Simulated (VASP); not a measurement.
All values below come from MS2 meta-GGA, VASP's PBE PAW potentials (set 64) (plane waves; VASP 6.6.1).

A VASP calculation is set up with these files.

File KPOINTS:
```
Automatic mesh
0
Gamma
6 6 6
0 0 0
```

**INCAR**
```
LCHARG=F
NELM=100
SIGMA=0.05   # width (eV)
SYSTEM=KTaO3
ISIF=2   # forces and stress, cell fixed
ALGO=Normal
LWAVE=F
LMIXTAU=T
ISMEAR=0   # Gaussian
ENCUT=520   # plane-wave cut-off (eV)
METAGGA=MS2
LMAXMIX=6   # l cut-off of mixed one-centre charges
LREAL=F   # projection in real space or not
EDIFF=1E-7
PREC=Accurate
LASPH=T
```

POSCAR:
```
KTaO3
3.912520
  0.9999998801   0.0000000000   0.0000000000
  0.0000000000   0.9999998801   0.0000000000
  0.0000000000   0.0000000000   0.9999998801
K Ta O
1 1 3
Direct
  0.0000000000   0.0000000000   0.0000000000
  0.5000000000   0.5000000000   0.5000000000
  0.5000000000   0.0000000000   0.5000000000
  0.0000000000   0.5000000000   0.5000000000
  0.5000000000   0.5000000000   0.0000000000
```

POTCAR, in this order: K_sv Ta_pv O (PBE.64 set). Program: vasp_std.

The resulting files:

OUTCAR:
```
 ion  position               nearest neighbor table
   1  0.000  0.000  0.000-   3 2.77   4 2.77   5 2.77   3 2.77   4 2.77   4 2.77   5 2.77   4 2.77
                             3 2.77   5 2.77   3 2.77   5 2.77   2 3.39   2 3.39   2 3.39   2 3.39
   2  0.500  0.500  0.500-   3 1.96   4 1.96   5 1.96   5 1.96   3 1.96   4 1.96   1 3.39   1 3.39
                             1 3.39   1 3.39   1 3.39   1 3.39   1 3.39   1 3.39
   3  0.500  0.000  0.500-   2 1.96   2 1.96   1 2.77   1 2.77   1 2.77   1 2.77
   4  0.000  0.500  0.500-   2 1.96   2 1.96   1 2.77   1 2.77   1 2.77   1 2.77
   5  0.500  0.500  0.000-   2 1.96   2 1.96   1 2.77   1 2.77   1 2.77   1 2.77
  LATTYP: Found a simple cubic cell.
 ALAT       =     3.9125195310
 Subroutine PRICEL returns:
 Original cell was already a primitive cell.
 Subroutine GETGRP returns: Found 48 space group operations
The static configuration has the point symmetry O_h .
The dynamic configuration has the point symmetry O_h .
 Subroutine INISYM returns: Found 48 space group operations
 Subroutine IBZKPT returns following result:
 Found     20 irreducible k-points:

 Following reciprocal coordinates:
            Coordinates               Weight
  0.000000  0.000000  0.000000      1.000000
  0.166667  0.000000  0.000000      6.000000
  0.333333  0.000000  0.000000      6.000000
  0.500000  0.000000  0.000000      3.000000
  0.166667  0.166667  0.000000     12.000000
  0.333333  0.166667  0.000000     24.000000
  0.500000  0.166667  0.000000     12.000000
  0.333333  0.333333  0.000000     12.000000
  0.500000  0.333333  0.000000     12.000000
  0.500000  0.500000  0.000000      3.000000
  0.166667  0.166667  0.166667      8.000000
  0.333333  0.166667  0.166667     24.000000
  0.500000  0.166667  0.166667     12.000000
  0.333333  0.333333  0.166667     24.000000
  0.500000  0.333333  0.166667     24.000000
  0.500000  0.500000  0.166667      6.000000
  0.333333  0.333333  0.333333      8.000000
  0.500000  0.333333  0.333333     12.000000
  0.500000  0.500000  0.333333      6.000000
  0.500000  0.500000  0.500000      1.000000
   k-points           NKPTS =     20   k-points in BZ     NKDIM =     20   number of bands    NBANDS=     23
   number of dos      NEDOS =    301   number of ions     NIONS =      5
   total plane-waves  NPLWV =  27000
   dimension x,y,z NGX =    30 NGY =   30 NGZ =   30
   dimension x,y,z NGXF=    60 NGYF=   60 NGZF=   60
   ions per type =               1   1   3
   PREC   = accura    normal or accurate (medium, high low for compatibility)
   ISTART =      0    job   : 0-new  1-cont  2-samecut
   ICHARG =      2    charge: 1-file 2-atom 10-const
   ISPIN  =      1    spin polarized calculation?
   LNONCOLLINEAR =      F non collinear calculations
   LSORBIT =      F    spin-orbit coupling
   INIWAV =      1    electr: 0-lowe 1-rand  2-diag
   ENCUT  =  520.0 eV  38.22 Ry    6.18 a.u.   7.27  7.27  7.27*2*pi/ulx,y,z
   NELM   =    100;   NELMIN=  2; NELMDL= -5     # of ELM steps
   EDIFF  = 0.1E-06   stopping-criterion for ELM
   LREAL  =      F    real-space projection
   NLSPLINE    = F    spline interpolate recip. space projectors
   LMAXMIX     =    6 max onsite mixed and CHGCAR
   VOSKOWN=      0    Vosko Wilk Nusair interpolation
   EDIFFG = 0.1E-05   stopping-criterion for IOM
   NSW    =      0    number of steps for IOM
   NBLOCK =      1;   KBLOCK =      1    inner block; outer block
   IBRION =     -1    ionic relax: 0-MD 1-quasi-New 2-CG
   NFREE  =      0    steps in history (QN), initial steepest desc. (CG)
   ISIF   =      2    stress and relaxation
   ISYM   =      2    0-nonsym 1-usesym 2-fastsym
   TEIN   =    0.0    initial temperature
   TEBEG  =    0.0;   TEEND  =   0.0 temperature during run
   SMASS  =  -3.00    Nose mass-parameter (am)
   PSTRESS=    0.0 pullay stress
   NELECT =      38.0000    total number of electrons
   EFERMI =   0.00;   METHOD = LEGACY
   ISMEAR =     0;   SIGMA  =   0.05  broadening in eV -4-tet -1-fermi 0-gaus
...
```

OSZICAR:
```
       N       E                     dE             d eps       ncg     rms          rms(c)
DAV:   1     0.288485734269E+03    0.28849E+03   -0.20697E+04   920   0.162E+03
DAV:   2    -0.625629964101E+02   -0.35105E+03   -0.34511E+03  1145   0.443E+02
DAV:   3    -0.793984746562E+02   -0.16835E+02   -0.16739E+02  1216   0.970E+01
DAV:   4    -0.801177224524E+02   -0.71925E+00   -0.71547E+00  1525   0.153E+01
DAV:   5    -0.801249818461E+02   -0.72594E-02   -0.72591E-02  1089   0.152E+00    0.458E+01
DAV:   6    -0.363190174887E+02    0.43806E+02   -0.46894E+01  1153   0.670E+01    0.177E+01
DAV:   7    -0.433523955907E+02   -0.70334E+01   -0.12907E+01  1543   0.325E+01    0.888E+00
DAV:   8    -0.401143305616E+02    0.32381E+01   -0.12463E+01  1348   0.302E+01    0.320E+00
DAV:   9    -0.364229599322E+02    0.36914E+01   -0.29116E+00  1152   0.158E+01    0.205E+00
DAV:  10    -0.364034166374E+02    0.19543E-01   -0.50766E-02  1274   0.208E+00    0.175E+00
DAV:  11    -0.364474231625E+02   -0.44007E-01   -0.69596E-02  1286   0.260E+00    0.135E+00
DAV:  12    -0.365068204949E+02   -0.59397E-01   -0.43367E-01  1227   0.631E+00    0.429E-01
DAV:  13    -0.364324593004E+02    0.74361E-01   -0.95322E-02  1205   0.249E+00    0.390E-01
DAV:  14    -0.364321952752E+02    0.26403E-03   -0.39898E-03  1587   0.418E-01    0.355E-01
DAV:  15    -0.364345943917E+02   -0.23991E-02   -0.28587E-03  1039   0.624E-01    0.189E-01
DAV:  16    -0.364362911517E+02   -0.16968E-02   -0.80636E-04  1426   0.214E-01    0.136E-01
DAV:  17    -0.364368014599E+02   -0.51031E-03   -0.43071E-03  1185   0.565E-01    0.114E-01
DAV:  18    -0.364354492452E+02    0.13522E-02   -0.94017E-04  1329   0.333E-01    0.279E-02
DAV:  19    -0.364354903885E+02   -0.41143E-04   -0.11404E-04  1273   0.113E-01    0.193E-02
DAV:  20    -0.364354857700E+02    0.46184E-05   -0.98166E-06  1126   0.345E-02    0.114E-02
DAV:  21    -0.364354850606E+02    0.70940E-06   -0.35833E-06  1151   0.191E-02    0.650E-03
DAV:  22    -0.364354819437E+02    0.31169E-05   -0.27845E-06  1327   0.142E-02    0.255E-03
DAV:  23    -0.364354807444E+02    0.11993E-05   -0.16924E-06  1253   0.121E-02    0.163E-03
DAV:  24    -0.364354810661E+02   -0.32168E-06   -0.33576E-07  1043   0.547E-03    0.628E-04
DAV:  25    -0.364354811382E+02   -0.72117E-07   -0.24910E-08   621   0.179E-03
   1 F= -.36435481E+02 E0= -.36435481E+02  d E =-.355912E-13
```

File OUTCAR:
```
------------------------ aborting loop because EDIFF is reached ----------------------------------------
  FORCE on cell =-STRESS in cart. coord.  units (eV):
  Direction    XX          YY          ZZ          XY          YZ          ZX
  --------------------------------------------------------------------------------------
  Total        5.5016394      5.5016394      5.5016394     -0.0000000      0.0000000     -0.0000000
  in kB      147.1746957    147.1746957    147.1746957     -0.0000000      0.0000000     -0.0000000
  external PRESSURE =     147.1746957 kB  Pullay stress =       0.0000000 kB
  volume of cell :       59.89
      direct lattice vectors                 reciprocal lattice vectors
     3.912519531  0.000000000  0.000000000     0.255589778  0.000000000  0.000000000
     0.000000000  3.912519531  0.000000000     0.000000000  0.255589778  0.000000000
     0.000000000  0.000000000  3.912519531     0.000000000  0.000000000  0.255589778
 POSITION                                       TOTAL-FORCE (eV/Angst)
 -----------------------------------------------------------------------------------
      0.00000      0.00000      0.00000         0.000000      0.000000      0.000000
      1.95626      1.95626      1.95626         0.000000      0.000000      0.000000
      1.95626      0.00000      1.95626         0.000000      0.000000      0.000000
      0.00000      1.95626      1.95626         0.000000      0.000000      0.000000
      1.95626      1.95626      0.00000         0.000000      0.000000      0.000000
 -----------------------------------------------------------------------------------
    total drift:                                0.000000      0.000000     -0.000000
  FREE ENERGIE OF THE ION-ELECTRON SYSTEM (eV)
  ---------------------------------------------------
  free  energy   TOTEN  =       -36.4354811382 eV

  energy  without entropy=      -36.4354811382  energy(sigma->0) =      -36.43548114
```
(Selected blocks of OUTCAR.)

The compound is KTaO3 in the cubic perovskite structure. This cell is one point of a volume scan, at 0.94 of the reference volume.
